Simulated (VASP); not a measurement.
ZrF2: single point with PBE

Sheet: ZrF2, a sheet with vacuum.

```
CELL_PARAMETERS angstrom
2.61970 0.00000 0.00000
-1.30985 2.26873 0.00000
0.00000 0.00000 18.00000
ATOMIC_POSITIONS crystal
Zr 0.00000 0.00000 0.50000
F 0.00000 0.00000 0.60336
F 0.00000 0.00000 0.39664
```

The cell was built by a generator and needn't be a form met in nature.

```yaml
Program: VASP 6.6.1
Task: single point
Functional: PBE
Potentials_or_basis: VASP PAW PBE potentials, release 64 (Zr_sv, F)
Cutoff: 520 eV
k_mesh: 9 × 9 × 1
Occupations: gaussian, width 0.1 eV
Spin: no spin polarisation
```

```json
{
  "Largest force": "1.728 eV/Å",
  "Band gap on the k mesh": "none (metal or under the smearing width)"
}
```

Forces on the atoms (eV/Å):
```
Zr   0.000  0.000  0.000
F    0.000  0.000  1.728
F    0.000  0.000 -1.728
```

Levels at points of the mesh, in eV from the Fermi level:
```csv
k point,band 9,band 10,band 11,band 12,band 13,band 14,band 15,band 16,band 17,band 18
"(0.00, 0.00, 0.00)",-2.88,-2.35,-2.35,-1.98,-1.98,1.62,1.62,6.69,7.68,7.68
```

Wall time 24 s on 1 thread of Intel(R) Xeon(R) Platinum 8488C (Sapphire Rapids), on a shared host, peak memory 0.23 GiB.
